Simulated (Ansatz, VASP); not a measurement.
CuSn3: VASP beside Ansatz

INCAR

```
SYSTEM = CuSn3
  PREC = Accurate
  ENCUT = 520
  EDIFF = 1E-7
  ISMEAR = -1
  SIGMA = 0.05
  LREAL = .FALSE.
  LASPH = .TRUE.
  NELM = 80
  ALGO = Normal
  ISIF = 2
  LWAVE = .FALSE.
  LCHARG = .FALSE.
  GGA = PE
  NBANDS = 63
```

Contents of KPOINTS:

```
regular mesh
0
G
  5 5 6
  0 0 0
```

The input POSCAR:

```
CuSn3
1.0
    6.7527775404      0.0000000000      0.0000000000
   -3.3763887702      5.8480768960      0.0000000000
    0.0000000000      0.0000000000      5.1029664106
Sn Cu
6 2
Direct
    0.1723395050      0.3446790100      0.2500000000
    0.1723395050      0.8276604950      0.2500000000
    0.6553209900      0.8276604950      0.2500000000
    0.8276604950      0.6553209900      0.7500000000
    0.8276604950      0.1723395050      0.7500000000
    0.3446790100      0.1723395050      0.7500000000
    0.3333333333      0.6666666667      0.7500000000
    0.6666666667      0.3333333333      0.2500000000
```

input.yaml

```yaml
crystal:
  lattice:
    - [6.7527775404, 0.0, 0.0]
    - [-3.3763887702, 5.848076896, 0.0]
    - [0.0, 0.0, 5.1029664106]
  atoms:
    - { symbol: Sn, position: [0.172339505, 0.34467901, 0.25] }
    - { symbol: Sn, position: [0.172339505, 0.827660495, 0.25] }
    - { symbol: Sn, position: [0.65532099, 0.827660495, 0.25] }
    - { symbol: Sn, position: [0.827660495, 0.65532099, 0.75] }
    - { symbol: Sn, position: [0.827660495, 0.172339505, 0.75] }
    - { symbol: Sn, position: [0.34467901, 0.172339505, 0.75] }
    - { symbol: Cu, position: [0.3333333333, 0.6666666667, 0.75] }
    - { symbol: Cu, position: [0.6666666667, 0.3333333333, 0.25] }
hamiltonian:
  xc: pbe
  pseudopotentials: { kind: paw }
kpoints:
  mp_grid: { grid: [5, 5, 6] }
scf:
  occupations: { method: fermi_dirac, width: 0.05 }
output:
  forces: true
  stress: true
  eigenvalues: true
```

Change from the starting cell: volume scaled by 1.06.

Alike in both runs: task single point; functional PBE; k mesh 5 × 5 × 6; occupations fermi-dirac, width 0.05 eV; no spin polarisation.

|  | VASP | Ansatz |
| --- | --- | --- |
| version | VASP 6.6.1 | Ansatz 0.2.0 |
| potentials or method | VASP PAW PBE potentials, release 64 (Sn_d, Cu) | Ansatz PAW |
| plane-wave cutoff (eV) | 520 | 420 |
| valence electrons in the cell | 106 | 122 |

VASP gave:

| Property | Result |
| --- | --- |
| gap on the k mesh at the Fermi level (eV) | none |
| pressure (GPa) | -2.6 |
| largest component of the traceless stress (GPa) | 0.15 |
| rms of the force components (eV/Å) | 0.118 |

Question: Which values does Ansatz return?

Answer: gap on the k mesh at the Fermi level (eV): none; pressure (GPa): -2.6; largest component of the traceless stress (GPa): 0.17; rms of the force components (eV/Å): 0.121.

Atom by atom the forces differ by 0.002 eV/Å (rms over components). A gap of «none» marks a metal or a gap that the smearing closes. With one functional, cell and mesh, what is left measures potentials, basis and numerics. The two sets of potentials don't hold the same shells in valence.
